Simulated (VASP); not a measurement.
These are AM05 GGA, VASP's PBE PAW potentials (set 64) (plane waves; VASP) values and carry that method's errors.

A VASP calculation is set up with these files.

### INCAR
```
! general
SYSTEM   =  MgSe
PREC     =  Accurate
ENCUT    =  520   ! plane-wave cut-off (eV)
LREAL    =  F   ! projection in real space or not
LASPH    =  T

! electronic loop
EDIFF    =  1E-7
NELM     =  100   ! most electronic steps
ALGO     =  Normal   ! blocked Davidson
LMAXMIX  =  4   ! l cut-off of mixed one-centre charges

! smearing
ISMEAR   =  0
SIGMA    =  0.05   ! width (eV)

! functional
GGA      =  AM   ! AM05

! ions
ISIF     =  2   ! forces and stress, cell fixed

! output
LWAVE    =  F
LCHARG   =  F
```

**KPOINTS**
```
Automatic mesh
0
gamma
 8 8 8
0 0 0
```

File POSCAR:
```
MgSe
1.0
  0.0000000000   2.7814202806   2.7814202806
  2.7814202806   0.0000000000   2.7814202806
  2.7814202806   2.7814202806   0.0000000000
Mg Se
1 1
Cart
  2.7814202806   2.7814202806   0.0000000000
  2.7814202806   2.7814202806   2.7814202806
```

POTCAR, in this order: Mg Se (PBE.64 set). Program: vasp_std.

### Question
What will the output report for the number of irreducible k-points (NKPTS), largest plane-wave count, number of space-group operations, FFT grid (NGX, NGY, NGZ)?

### Answer

```json
{
  "number of irreducible k-points (NKPTS)": "29",
  "largest_plane_wave_count": "1174",
  "number_of_space_group_operations": "48",
  "FFT grid (NGX, NGY, NGZ)": "30 × 30 × 30"
}
```

The compound is MgSe in the rock salt structure. This cell is one point of a volume scan, at 1.06 of the reference volume.
